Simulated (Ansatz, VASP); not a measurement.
# Cross-check of SiO2 (Quartz) between VASP and Ansatz

Aim: how closely do two programs agree when they are given the same cell, functional and k mesh? The cell is taken from a series of runs on this material, whose earlier steps may have relaxed, scaled, displaced or heated it; both programs get it as it stands.

Program: Ansatz 0.2.0. Level of theory: plane waves, with VASP 6.6.1 beside it; zone-centre phonons at PBE. Results are calculated unless marked as measured.

### Step 1. The structure

It takes space group P3_121 (No. 152, trigonal). The conventional cell has a = 4.916 Å, b = 4.916 Å, c = 5.409 Å, α = 90.00°, β = 90.00°, γ = 120.00°. Nearest to Si lie 4 O at 1.62 to 1.63 Å. Nearest to O lie 2 Si at 1.62 to 1.63 Å. Farther neighbours and most contacts between anions are not listed.

Structure file:

```xyz
9
Lattice="4.9158 0.0000 0.0000 -2.4579 4.2572 0.0000 0.0000 0.0000 5.4091" Properties=species:S:1:pos:R:3 pbc="T T T"
Si    2.6256    0.0000    1.8030
Si   -1.3128    2.2739    3.6061
Si    1.1451    1.9833    5.4091
O    -0.3405    1.7457    4.7997
O     1.1163    3.0895    1.1936
O    -0.7759    3.6792    2.9967
O     1.6820    0.5780    0.6094
O     2.1174    2.5115    4.2155
O     3.5742    1.1677    2.4124
```

### Step 2. VASP: zone-centre phonons, PBE

Second derivatives magnify differences that forces hide, and they need a tight electronic threshold.

Lines of VASP's logs that name or quote its potential files are left out, and so is its time.

The input, INCAR:

```
SYSTEM = SiO2
PREC = Accurate
ENCUT = 600
EDIFF = 1E-08
NELM = 120
ISMEAR = 0
SIGMA = 0.01
LREAL = .FALSE.
ALGO = Normal
GGA = PE
NBANDS = 33
LORBIT = 11
LWAVE = .FALSE.
LCHARG = .FALSE.
ISIF = 2
IBRION = 8
LEPSILON = .TRUE.
LASPH = .TRUE.
GGA_COMPAT = .FALSE.
EFERMI = MIDGAP
KPAR = 2
```

The input, POSCAR:

```
SiO2
1.0
    4.9158000000      0.0000000000      0.0000000000
   -2.4579000000      4.2572076799      0.0000000000
    0.0000000000      0.0000000000      5.4091000000
Si O
3 6
Direct
    0.5341226216      0.0000000000      0.3333333333
    0.0000000000      0.5341226216      0.6666666667
    0.4658773784      0.4658773784      1.0000000000
    0.1357705204      0.4100571709      0.8873391346
    0.5899428291      0.7257133495      0.2206724679
    0.2742866505      0.8642294796      0.5540058012
    0.4100571709      0.1357705204      0.1126608654
    0.7257133495      0.5899428291      0.7793275321
    0.8642294796      0.2742866505      0.4459941988
```

The input, KPOINTS:

```
Automatic mesh
0
Gamma
6 6 4
0 0 0
```

The projector-augmented-wave data sets are Si and O (PBE family, release 64).

On the command line:

```
$ mpirun -np 2 vasp_std
```

Numbers of over 12 decimals in the logs are rounded to 6 here.

The log of the run:

```text
[banner, memory and clock lines left out]
running    2 mpi-ranks, on    1 nodes
 distrk:  each k-point on    1 cores,    2 groups
 distr:  one band on    1 cores,    1 groups

 POSCAR found type information on POSCAR SiO
 POSCAR found :  2 types and       9 ions
 LDA part: xc-table for (Slater+PW92), standard interpolation
 POSCAR, INCAR and KPOINTS ok, starting setup
 FFT: planning ... GRIDC
 FFT: planning ... GRID_SOFT
 FFT: planning ... GRID
 WAVECAR not read
 entering main loop
       N       E                     dE             d eps       ncg     rms          rms(c)
DAV:   1     0.298032342650E+03    0.29803E+03   -0.27418E+04  1592   0.151E+03
DAV:   2    -0.604982231246E+02   -0.35853E+03   -0.34683E+03  2046   0.322E+02
DAV:   3    -0.801090391154E+02   -0.19611E+02   -0.19524E+02  1984   0.790E+01
DAV:   4    -0.803302468297E+02   -0.22121E+00   -0.22095E+00  1976   0.937E+00
DAV:   5    -0.803336388671E+02   -0.33920E-02   -0.33907E-02  2016   0.115E+00    0.248E+01
DAV:   6    -0.710560118749E+02    0.92776E+01   -0.35698E+01  1883   0.321E+01    0.118E+01
DAV:   7    -0.710876419378E+02   -0.31630E-01   -0.10157E+00  1960   0.500E+00    0.434E+00
DAV:   8    -0.710919204387E+02   -0.42785E-02   -0.46393E-02  1968   0.168E+00    0.164E+00
DAV:   9    -0.711046897813E+02   -0.12769E-01   -0.24366E-02  1896   0.115E+00    0.334E-01
DAV:  10    -0.711061962446E+02   -0.15065E-02   -0.32842E-03  1960   0.312E-01    0.100E-01
DAV:  11    -0.711061364254E+02    0.59819E-04   -0.89850E-04  1976   0.177E-01    0.159E-02
DAV:  12    -0.711061434574E+02   -0.70319E-05   -0.25088E-05  1984   0.298E-02    0.144E-02
DAV:  13    -0.711061448193E+02   -0.13619E-05   -0.11358E-05  1952   0.187E-02    0.382E-03
DAV:  14    -0.711061454295E+02   -0.61028E-06   -0.56099E-07  1976   0.430E-03    0.762E-04
DAV:  15    -0.711061454287E+02    0.81673E-09   -0.32465E-08  1704   0.985E-04
   1 F= -.71106145E+02 E0= -.71106145E+02  d E =0.000000E+00
 Linear response reoptimize wavefunctions to high precision
DAV:   1    -0.711061454179E+02    0.10810E-07   -0.12647E-08  1792   0.644E-04
DAV:   2    -0.711061454180E+02   -0.38199E-10   -0.43965E-10  1392   0.120E-04
 Linear response G [H, r] |phi>, progress :
  Direction:   1
       N       E                     dE             d eps       ncg     rms
RMM:   1    -0.182286754719E+03   -0.18229E+03    0.18862E+02  3574   0.974E+01
RMM:   2    -0.172702348487E+03    0.95844E+01   -0.10087E+01  2742   0.181E+01
RMM:   3    -0.172787939804E+03   -0.85591E-01   -0.16861E-01  2869   0.213E+00
RMM:   4    -0.172791275042E+03   -0.33352E-02   -0.47065E-03  2994   0.346E-01
RMM:   5    -0.172791367151E+03   -0.92109E-04   -0.30072E-04  3020   0.674E-02
RMM:   6    -0.172791373920E+03   -0.67691E-05   -0.15573E-04  3049   0.234E-02
RMM:   7    -0.172791374273E+03   -0.35270E-06   -0.15206E-04  3095   0.172E-02
RMM:   8    -0.172791373732E+03    0.54077E-06   -0.14772E-04  3088   0.165E-02
RMM:   9    -0.172791373304E+03    0.42810E-06   -0.13600E-04  3068   0.165E-02
RMM:  10    -0.172791373972E+03   -0.66771E-06   -0.14530E-04  3036   0.165E-02
 Linear response G [H, r] |phi>, progress :
  Direction:   2
       N       E                     dE             d eps       ncg     rms
RMM:   1    -0.181563819347E+03   -0.18156E+03    0.19077E+02  3569   0.973E+01
RMM:   2    -0.172719987044E+03    0.88438E+01   -0.98619E+00  2740   0.180E+01
RMM:   3    -0.172805434501E+03   -0.85447E-01   -0.16230E-01  2868   0.210E+00
RMM:   4    -0.172808742080E+03   -0.33076E-02   -0.48363E-03  3002   0.346E-01
RMM:   5    -0.172808829939E+03   -0.87859E-04   -0.40077E-04  3019   0.672E-02
RMM:   6    -0.172808836007E+03   -0.60683E-05   -0.26065E-04  3051   0.244E-02
RMM:   7    -0.172808835752E+03    0.25588E-06   -0.25140E-04  3104   0.186E-02
RMM:   8    -0.172808835633E+03    0.11891E-06   -0.25062E-04  3099   0.179E-02
RMM:   9    -0.172808835545E+03    0.87159E-07   -0.23847E-04  3072   0.179E-02
RMM:  10    -0.172808834636E+03    0.90960E-06   -0.25959E-04  3042   0.179E-02
 Linear response G [H, r] |phi>, progress :
  Direction:   3
       N       E                     dE             d eps       ncg     rms
RMM:   1    -0.181299156404E+03   -0.18130E+03    0.19292E+02  3550   0.972E+01
RMM:   2    -0.172676450859E+03    0.86227E+01   -0.10107E+01  2724   0.181E+01
RMM:   3    -0.172758283012E+03   -0.81832E-01   -0.17207E-01  2852   0.213E+00
RMM:   4    -0.172761800820E+03   -0.35178E-02   -0.52131E-03  2984   0.351E-01
RMM:   5    -0.172761906598E+03   -0.10578E-03   -0.57545E-04  3004   0.685E-02
RMM:   6    -0.172761922139E+03   -0.15542E-04   -0.50188E-04  3033   0.245E-02
RMM:   7    -0.172761922171E+03   -0.31572E-07   -0.49416E-04  3063   0.183E-02
RMM:   8    -0.172761921975E+03    0.19649E-06   -0.49302E-04  3048   0.176E-02
RMM:   9    -0.172761922374E+03   -0.39925E-06   -0.47786E-04  3017   0.175E-02
RMM:  10    -0.172761922381E+03   -0.74421E-08   -0.56607E-04  3008   0.175E-02
[...]
RMM:   9    -0.235051734494E-01   -0.35772E-06   -0.66816E-07  9460   0.557E-04    0.137E-04
RMM:  10    -0.235052436909E-01   -0.70242E-07   -0.43075E-08  9189   0.259E-04    0.488E-05
RMM:  11    -0.235052148791E-01    0.28812E-07    0.62572E-08  9547   0.185E-04    0.139E-05
[...]
RMM:   3    -0.374687444821E+00   -0.62114E-03   -0.26679E-03  8304   0.241E-01    0.189E-01
RMM:   4    -0.376950337336E+00   -0.22629E-02   -0.23875E-03  8975   0.200E-01    0.573E-02
RMM:   5    -0.376959315266E+00   -0.89779E-05   -0.65630E-05  9339   0.399E-02    0.147E-02
RMM:   6    -0.376986984361E+00   -0.27669E-04   -0.31859E-06  9490   0.860E-03    0.383E-03
RMM:   7    -0.376965061592E+00    0.21923E-04   -0.55603E-07  9449   0.338E-03    0.161E-03
RMM:   8    -0.376970765744E+00   -0.57042E-05   -0.28149E-07  9475   0.179E-03    0.284E-04
RMM:   9    -0.376968685642E+00    0.20801E-05   -0.25080E-07  9485   0.764E-04    0.180E-04
RMM:  10    -0.376970560561E+00   -0.18749E-05   -0.66934E-07  9548   0.564E-04    0.271E-05
RMM:  11    -0.376970406361E+00    0.15420E-06   -0.63442E-07  9569   0.483E-04    0.167E-05
RMM:  12    -0.376970605946E+00   -0.19959E-06   -0.39143E-07  9746   0.475E-04    0.838E-06
RMM:  13    -0.376970530876E+00    0.75070E-07   -0.15688E-07  9957   0.464E-04    0.228E-06
RMM:  14    -0.376970540013E+00   -0.91369E-08   -0.28703E-07 10110   0.459E-04    0.175E-06
RMM:  15    -0.376970527872E+00    0.12141E-07   -0.17889E-07 10359   0.457E-04    0.600E-07
RMM:  16    -0.376970528798E+00   -0.92593E-09   -0.16457E-07 10527   0.454E-04    0.526E-07
RMM:  17    -0.376970526961E+00    0.18375E-08   -0.14255E-07 10727   0.453E-04    0.325E-07
RMM:  18    -0.376970526441E+00    0.52024E-09   -0.20258E-07 10860   0.452E-04    0.173E-07
RMM:  19    -0.376970525266E+00    0.11748E-08   -0.15841E-07 11056   0.452E-04    0.170E-07
RMM:  20    -0.376970525467E+00   -0.20118E-09   -0.16193E-07 11200   0.451E-04    0.949E-08
 first order change of Fermi-energy   0.11100E+00
 force on displaced ion       4 direction 1 : -38.742   1.535 -22.280
 Born effective charge ion    4 direction 1 :  -2.234   0.031  -0.762
 Linear response progress:
  Degree of freedom:   5/  6
       N       E                     dE             d eps       ncg     rms          rms(c)
RMM:   1    -0.378386548001E+00   -0.37839E+00    0.25253E-01  9713   0.305E+00
RMM:   2    -0.369620516780E+00    0.87660E-02   -0.74154E-03  8360   0.439E-01    0.202E-01
RMM:   3    -0.370920990523E+00   -0.13005E-02   -0.13396E-03  8658   0.172E-01    0.101E-01
RMM:   4    -0.372646303350E+00   -0.17253E-02   -0.58399E-04  7997   0.118E-01    0.253E-02
RMM:   5    -0.372982122471E+00   -0.33582E-03   -0.65285E-05  9366   0.327E-02    0.111E-02
RMM:   6    -0.372882991537E+00    0.99131E-04   -0.56995E-06  8975   0.126E-02    0.287E-03
RMM:   7    -0.372926036976E+00   -0.43045E-04   -0.95236E-07  9391   0.380E-03    0.901E-04
RMM:   8    -0.372930808854E+00   -0.47719E-05   -0.38702E-07  9443   0.135E-03    0.427E-04
RMM:   9    -0.372928832898E+00    0.19760E-05   -0.55873E-07  9310   0.757E-04    0.158E-04
RMM:  10    -0.372928914608E+00   -0.81709E-07   -0.61300E-07  9533   0.558E-04    0.635E-05
RMM:  11    -0.372928878090E+00    0.36518E-07   -0.35669E-07  9574   0.434E-04    0.171E-05
RMM:  12    -0.372928910026E+00   -0.31936E-07   -0.30252E-07  9857   0.403E-04    0.662E-06
RMM:  13    -0.372928907010E+00    0.30166E-08   -0.17547E-07 10047   0.395E-04    0.368E-06
RMM:  14    -0.372928924688E+00   -0.17678E-07   -0.28924E-07 10260   0.393E-04    0.226E-06
RMM:  15    -0.372928919681E+00    0.50066E-08   -0.17489E-07 10460   0.391E-04    0.988E-07
RMM:  16    -0.372928921608E+00   -0.19265E-08   -0.26452E-07 10635   0.390E-04    0.465E-07
RMM:  17    -0.372928920215E+00    0.13925E-08   -0.15604E-07 10803   0.389E-04    0.219E-07
RMM:  18    -0.372928920306E+00   -0.90736E-10   -0.17128E-07 10951   0.388E-04    0.158E-07
RMM:  19    -0.372928920186E+00    0.12032E-09   -0.14706E-07 11108   0.388E-04    0.115E-07
RMM:  20    -0.372928920198E+00   -0.12406E-10   -0.16346E-07 11255   0.387E-04    0.120E-07
RMM:  21    -0.372928920311E+00   -0.11251E-09   -0.15209E-07 11355   0.387E-04    0.977E-08
 first order change of Fermi-energy   0.21760E+00
 force on displaced ion       4 direction 2 :   1.536  -8.455   5.043
 Born effective charge ion    4 direction 2 :   0.088  -1.070   0.147
 Linear response progress:
  Degree of freedom:   6/  6
       N       E                     dE             d eps       ncg     rms          rms(c)
RMM:   1    -0.381595150203E+00   -0.38160E+00    0.36395E-01  9761   0.317E+00
RMM:   2    -0.374056220997E+00    0.75389E-02   -0.89769E-03  8410   0.488E-01    0.281E-01
RMM:   3    -0.374942379349E+00   -0.88616E-03   -0.20361E-03  8538   0.209E-01    0.152E-01
RMM:   4    -0.376938368934E+00   -0.19960E-02   -0.15363E-03  8702   0.170E-01    0.436E-02
RMM:   5    -0.377042222111E+00   -0.10385E-03   -0.62096E-05  9378   0.353E-02    0.169E-02
RMM:   6    -0.376998044982E+00    0.44177E-04   -0.60578E-06  9420   0.112E-02    0.268E-03
RMM:   7    -0.377011963834E+00   -0.13919E-04   -0.33617E-07  9484   0.272E-03    0.136E-03
RMM:   8    -0.377004898368E+00    0.70655E-05   -0.24883E-07  9369   0.141E-03    0.374E-04
RMM:   9    -0.377003574229E+00    0.13241E-05   -0.16231E-07  9474   0.674E-04    0.135E-04
RMM:  10    -0.377003730334E+00   -0.15610E-06   -0.17596E-07  9429   0.555E-04    0.296E-05
RMM:  11    -0.377004021291E+00   -0.29096E-06   -0.48811E-07  9690   0.455E-04    0.138E-05
RMM:  12    -0.377003970252E+00    0.51039E-07   -0.39748E-07  9757   0.446E-04    0.428E-06
RMM:  13    -0.377003958827E+00    0.11424E-07   -0.20898E-07 10119   0.438E-04    0.169E-06
RMM:  14    -0.377003956499E+00    0.23288E-08   -0.41022E-07 10140   0.435E-04    0.925E-07
RMM:  15    -0.377003951373E+00    0.51261E-08   -0.28338E-07 10441   0.432E-04    0.357E-07
RMM:  16    -0.377003953546E+00   -0.21734E-08   -0.24839E-07 10512   0.431E-04    0.331E-07
RMM:  17    -0.377003951456E+00    0.20895E-08   -0.24845E-07 10764   0.430E-04    0.192E-07
RMM:  18    -0.377003950616E+00    0.84067E-09   -0.31538E-07 10854   0.429E-04    0.168E-07
RMM:  19    -0.377003950527E+00    0.88311E-10   -0.28626E-07 11045   0.429E-04    0.114E-07
RMM:  20    -0.377003950374E+00    0.15365E-09   -0.28168E-07 11162   0.429E-04    0.120E-07
RMM:  21    -0.377003950520E+00   -0.14627E-09   -0.29322E-07 11325   0.428E-04    0.109E-07
RMM:  22    -0.377003949743E+00    0.77707E-09   -0.29615E-07 11423   0.428E-04    0.130E-07
 first order change of Fermi-energy  -0.10354E+00
 force on displaced ion       4 direction 3 : -22.277   5.044 -24.445
 Born effective charge ion    4 direction 3 :  -0.758   0.068  -1.712
 Born effective charges drift removed
 Linear response finished
```

(Continued in part 2 of 3.)

[Lines on the potential files, build, host, timing and source positions are cut from VASP's logs without a mark.]

[Logs are printed without paths, hosts, clocks, repeated set-up lines and the standing remarks that a program may print on its own settings, such as how far it seeks lower states.]

[Hosts, paths, dates, database ids (printed as entryN), source tags and the programs' standing remarks are cut or masked in the printed files.]
